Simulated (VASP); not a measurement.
Data:

```
CELL_PARAMETERS angstrom
      2.87230     0.00000     0.00000
     -1.43615     2.48748     0.00000
      0.00000     0.00000     7.67857
ATOMIC_POSITIONS crystal
  Ru 0.00000 0.00000 0.00000
  Ru 0.00000 0.00000 0.50000
  Al 0.33333 0.66667 0.25000
  Al 0.66667 0.33333 0.75000
```

Method: PBEsol GGA, VASP's PBE PAW potentials (set 64) (plane waves; VASP). Numerical set-up: 400 eV cut-off, 14×14×5 Γ-centred mesh, tetrahedra with Blöchl corrections, potentials Ru_pv Al.

**Question.** What does the run give for the energy per atom (σ→0), band gap (on the k-mesh) with the smallest direct gap where there is one?

**Answer.** 
The band gap (on the k-mesh) is none (metal, semimetal or under 0.01 eV) and the energy per atom (σ→0) is -7.574 eV/atom.

The structure was generated: RuAl was put into the NiAs type type (P6_3/mmc), which need not be its known phase. It was relaxed first, which changed the volume by -41 %.
